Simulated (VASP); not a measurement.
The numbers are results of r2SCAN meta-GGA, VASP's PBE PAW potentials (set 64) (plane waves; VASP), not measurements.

VASP input:

File POSCAR:
```
Cu
2.6302620
  0.0000000000   0.7071068966   0.7071068966
  0.6799104775   0.0000000000   0.7071068966
  0.6799104775   0.7071068966   0.0000000000
Cu
1
Direct
  0.0000000000   0.0000000000   0.0000000000
```

INCAR:
```
ALGO  =  Normal
EDIFF  =  1E-7
ENCUT  =  480
ISIF  =  2
ISMEAR  =  1
LASPH  =  .TRUE.
LCHARG  =  .FALSE.
LMAXMIX  =  4
LMIXTAU  =  .TRUE.
LREAL  =  .FALSE.
LWAVE  =  .FALSE.
METAGGA  =  R2SCAN
NELM  =  100
PREC  =  Accurate
SIGMA  =  0.1
SYSTEM  =  Cu
```

### KPOINTS
```
Automatic mesh
0
Gamma
16 16 16
0 0 0
```

POTCAR, in this order: Cu (PBE.64 set). Program: vasp_std.

The resulting files:

OSZICAR:
```
       N       E                     dE             d eps       ncg     rms          rms(c)
DAV:   1     0.270290272962E+02    0.27029E+02   -0.55448E+03  6481   0.192E+03
DAV:   2    -0.128659955195E+02   -0.39895E+02   -0.37917E+02  6311   0.196E+02
DAV:   3    -0.133677176851E+02   -0.50172E+00   -0.50009E+00  7190   0.323E+01
DAV:   4    -0.133720205050E+02   -0.43028E-02   -0.43024E-02  7550   0.269E+00
DAV:   5    -0.133720823280E+02   -0.61823E-04   -0.61824E-04  7310   0.256E-01    0.776E+00
DAV:   6    -0.115125472214E+02    0.18595E+01   -0.29535E+01  6653   0.130E+02    0.608E+00
DAV:   7    -0.108045036543E+02    0.70804E+00   -0.58520E+00  6726   0.552E+01    0.406E-01
DAV:   8    -0.108103874722E+02   -0.58838E-02   -0.24808E-01  7048   0.114E+01    0.110E+00
DAV:   9    -0.107950032760E+02    0.15384E-01   -0.17653E-01  8239   0.965E+00    0.311E-02
DAV:  10    -0.107969898084E+02   -0.19865E-02   -0.33168E-03  7031   0.758E-01    0.122E-01
DAV:  11    -0.107969153257E+02    0.74483E-04   -0.43628E-04  8779   0.424E-01    0.601E-02
DAV:  12    -0.107968968543E+02    0.18471E-04   -0.70125E-04  7094   0.544E-01    0.187E-02
DAV:  13    -0.107969065805E+02   -0.97262E-05   -0.27770E-05  6721   0.111E-01    0.628E-03
DAV:  14    -0.107969106232E+02   -0.40426E-05   -0.97501E-06  6484   0.522E-02    0.951E-04
DAV:  15    -0.107969125868E+02   -0.19636E-05   -0.89052E-07  6820   0.204E-02    0.471E-04
DAV:  16    -0.107969121350E+02    0.45178E-06   -0.64176E-08  3847   0.366E-03    0.655E-04
DAV:  17    -0.107969121478E+02   -0.12748E-07   -0.88169E-08  3268   0.542E-03
   1 F= -.10796912E+02 E0= -.10796922E+02  d E =0.286770E-04
```

### OUTCAR
```
------------------------ aborting loop because EDIFF is reached ----------------------------------------
  FORCE on cell =-STRESS in cart. coord.  units (eV):
  Direction    XX          YY          ZZ          XY          YZ          ZX
  --------------------------------------------------------------------------------------
  Total       -0.7023586     -0.8207509     -0.8207509      0.0000000      0.0000000      0.0000000
  in kB      -90.9537473   -106.2852577   -106.2852577      0.0000000      0.0000000      0.0000000
  external PRESSURE =    -101.1747542 kB  Pullay stress =       0.0000000 kB
  volume of cell :       12.37
      direct lattice vectors                 reciprocal lattice vectors
     0.000000000  1.859876400  1.859876400    -0.279588472  0.268835069  0.268835069
     1.788342692  0.000000000  1.859876400     0.279588472 -0.268835069  0.268835069
     1.788342692  1.859876400  0.000000000     0.279588472  0.268835069 -0.268835069
 POSITION                                       TOTAL-FORCE (eV/Angst)
 -----------------------------------------------------------------------------------
      0.00000      0.00000      0.00000         0.000000      0.000000      0.000000
 -----------------------------------------------------------------------------------
    total drift:                               -0.000000     -0.000000      0.000000
  FREE ENERGIE OF THE ION-ELECTRON SYSTEM (eV)
  ---------------------------------------------------
  free  energy   TOTEN  =       -10.7969121478 eV

  energy  without entropy=      -10.7969408248  energy(sigma->0) =      -10.79692171
```
(Selected blocks of OUTCAR.)

**OUTCAR**
```
 val. band max:        6.7768366585   @ k =  -0.2500   0.2500   0.1250

 cond. band min:       6.8225797510   @ k =   0.3125   0.5000   0.1250


 Fermi energy:         6.7957643268

 k-point     1 :       0.0000    0.0000    0.0000
  band No.  band energies     occupation
      1      -2.4636      2.00000
      2       3.7969      2.00000
      3       3.7978      2.00000
      4       3.9703      2.00000
      5       4.5205      2.00000
      6       4.6892      2.00000
      7      29.8668      0.00000
      8      32.4705      0.00000
      9      32.5274      0.00000

 k-point     2 :       0.0625    0.0000    0.0000
  band No.  band energies     occupation
      1      -2.3204      2.00000
      2       3.7865      2.00000
      3       3.8224      2.00000
      4       3.9778      2.00000
      5       4.5133      2.00000
      6       4.6767      2.00000
      7      28.9205      0.00000
      8      30.9928      0.00000
      9      31.9675      0.00000

 k-point     3 :       0.1250    0.0000    0.0000
  band No.  band energies     occupation
      1      -1.8968      2.00000
      2       3.7333      2.00000
      3       3.8828      2.00000
      4       4.0179      2.00000
      5       4.5074      2.00000
      6       4.6508      2.00000
      7      25.9139      0.00000
      8      30.4621      0.00000
      9      31.1005      0.00000

 k-point     4 :       0.1875   -0.0000   -0.0000
  band No.  band energies     occupation
      1      -1.2136      2.00000
      2       3.6523      2.00000
      3       3.9286      2.00000
      4       4.0697      2.00000
      5       4.5477      2.00000
      6       4.6482      2.00000
      7      22.6179      0.00000
      8      30.0481      0.00000
      9      30.3209      0.00000

 k-point     5 :       0.2500    0.0000    0.0000
  band No.  band energies     occupation
      1      -0.3220      2.00000
      2       3.6112      2.00000
      3       3.9140      2.00000
...
```

The compound is Cu in the fcc structure. This cell was strained or had an atom moved on purpose.
